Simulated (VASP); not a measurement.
Method: r2SCAN meta-GGA, VASP's PBE PAW potentials (set 64) (plane waves; VASP).

VASP ran on this input.

KPOINTS:
```
Automatic mesh
0
Gamma
16 16 16
0 0 0
```

**INCAR**
```
ALGO  =  Normal
EDIFF  =  1E-7
ENCUT  =  520
ISIF  =  2
ISMEAR  =  1
LASPH  =  .TRUE.
LCHARG  =  .FALSE.
LMAXMIX  =  6
LMIXTAU  =  .TRUE.
LREAL  =  .FALSE.
LWAVE  =  .FALSE.
METAGGA  =  R2SCAN
NELM  =  100
PREC  =  Accurate
SIGMA  =  0.1
SYSTEM  =  Pt
```

POSCAR:
```
Pt
2.7308430
  0.0000000000   0.7071066577   0.7071066577
  0.7071066577   0.0000000000   0.7071066577
  0.7071066577   0.7071066577   0.0000000000
Pt
1
Direct
  0.0000000000   0.0000000000   0.0000000000
```

POTCAR, in this order: Pt (PBE.64 set). Program: vasp_std.

The run wrote:

**OSZICAR**
```
       N       E                     dE             d eps       ncg     rms          rms(c)
DAV:   1    -0.881789549535E+01   -0.88179E+01   -0.57550E+03  2690   0.107E+03
DAV:   2    -0.541728156885E+02   -0.45355E+02   -0.43915E+02  2788   0.197E+02
DAV:   3    -0.545996327539E+02   -0.42682E+00   -0.42302E+00  3099   0.198E+01
DAV:   4    -0.546011877405E+02   -0.15550E-02   -0.15502E-02  3013   0.120E+00
DAV:   5    -0.546011987243E+02   -0.10984E-04   -0.10983E-04  2901   0.897E-02    0.152E+01
DAV:   6    -0.509790300945E+02    0.36222E+01   -0.32321E+00  2679   0.157E+01    0.721E+00
DAV:   7    -0.512851801434E+02   -0.30615E+00   -0.55643E-01  2621   0.459E+00    0.499E+00
DAV:   8    -0.513850946229E+02   -0.99914E-01   -0.31536E-01  2621   0.370E+00    0.109E+00
DAV:   9    -0.514407472700E+02   -0.55653E-01   -0.46798E-02  2658   0.147E+00    0.148E-01
DAV:  10    -0.514423399637E+02   -0.15927E-02   -0.38588E-03  2696   0.483E-01    0.126E-01
DAV:  11    -0.514427757566E+02   -0.43579E-03   -0.38974E-04  2792   0.190E-01    0.596E-02
DAV:  12    -0.514432215655E+02   -0.44581E-03   -0.22534E-04  2648   0.103E-01    0.996E-03
DAV:  13    -0.514432147692E+02    0.67963E-05   -0.84733E-06  2828   0.313E-02    0.923E-03
DAV:  14    -0.514432187855E+02   -0.40163E-05   -0.32122E-06  2696   0.136E-02    0.350E-03
DAV:  15    -0.514432252089E+02   -0.64234E-05   -0.67465E-06  2642   0.199E-02    0.222E-03
DAV:  16    -0.514432253755E+02   -0.16660E-06   -0.15193E-07  2493   0.363E-03    0.115E-03
DAV:  17    -0.514432254325E+02   -0.57038E-07   -0.20468E-08  1320   0.103E-03
   1 F= -.51443225E+02 E0= -.51443001E+02  d E =-.673579E-03
```

OUTCAR:
```
------------------------ aborting loop because EDIFF is reached ----------------------------------------
  FORCE on cell =-STRESS in cart. coord.  units (eV):
  Direction    XX          YY          ZZ          XY          YZ          ZX
  --------------------------------------------------------------------------------------
  Total        1.8058167      1.8058167      1.8058167      0.0000000      0.0000000     -0.0000000
  in kB      200.9135690    200.9135690    200.9135690      0.0000000      0.0000000     -0.0000000
  external PRESSURE =     200.9135690 kB  Pullay stress =       0.0000000 kB
  volume of cell :       14.40
      direct lattice vectors                 reciprocal lattice vectors
     0.000000000  1.930997266  1.930997266    -0.258933562  0.258933562  0.258933562
     1.930997266  0.000000000  1.930997266     0.258933562 -0.258933562  0.258933562
     1.930997266  1.930997266  0.000000000     0.258933562  0.258933562 -0.258933562
 POSITION                                       TOTAL-FORCE (eV/Angst)
 -----------------------------------------------------------------------------------
      0.00000      0.00000      0.00000         0.000000      0.000000     -0.000000
 -----------------------------------------------------------------------------------
    total drift:                               -0.000000     -0.000000     -0.000000
  FREE ENERGIE OF THE ION-ELECTRON SYSTEM (eV)
  ---------------------------------------------------
  free  energy   TOTEN  =       -51.4432254325 eV

  energy  without entropy=      -51.4425518534  energy(sigma->0) =      -51.44300091
```
(Selected blocks of OUTCAR.)

**OUTCAR**
```
 val. band max:       11.8811899433   @ k =  -0.4375   0.1250   0.0625

 cond. band min:      11.9036487558   @ k =  -0.3750   0.3750   0.0625


 Fermi energy:        11.8964258460

 k-point     1 :       0.0000    0.0000    0.0000
  band No.  band energies     occupation
      1       0.8784      2.00000
      2       7.7011      2.00000
      3       7.7011      2.00000
      4       7.7011      2.00000
      5      10.0431      2.00000
      6      10.0431      2.00000
      7      27.2626      0.00000
      8      32.7124      0.00000
      9      32.7124      0.00000

 k-point     2 :       0.0625    0.0000    0.0000
  band No.  band energies     occupation
      1       1.0501      2.00000
      2       7.6218      2.00000
      3       7.7708      2.00000
      4       7.7708      2.00000
      5      10.0036      2.00000
      6      10.0036      2.00000
      7      27.5361      0.00000
      8      31.8826      0.00000
      9      32.9810      0.00000

 k-point     3 :       0.1250    0.0000    0.0000
  band No.  band energies     occupation
      1       1.5434      2.00000
      2       7.4288      2.00000
      3       7.9441      2.00000
      4       7.9441      2.00000
      5       9.9301      2.00000
      6       9.9301      2.00000
      7      28.2624      0.00000
      8      30.1977      0.00000
      9      33.7567      0.00000

 k-point     4 :       0.1875    0.0000    0.0000
  band No.  band energies     occupation
      1       2.2781      2.00000
      2       7.2558      2.00000
      3       8.1011      2.00000
      4       8.1011      2.00000
      5       9.9631      2.00000
      6       9.9631      2.00000
      7      28.3081      0.00000
      8      29.0906      0.00000
      9      34.9426      0.00000

 k-point     5 :       0.2500    0.0000    0.0000
  band No.  band energies     occupation
      1       3.0666      2.00000
      2       7.3388      2.00000
      3       8.0971      2.00000
...
```

Unless said otherwise, spin-orbit coupling is left out, though it shifts the bands of the heavy elements here.

The compound is Pt in the fcc structure. This cell is one point of a volume scan, at 0.94 of the reference volume.
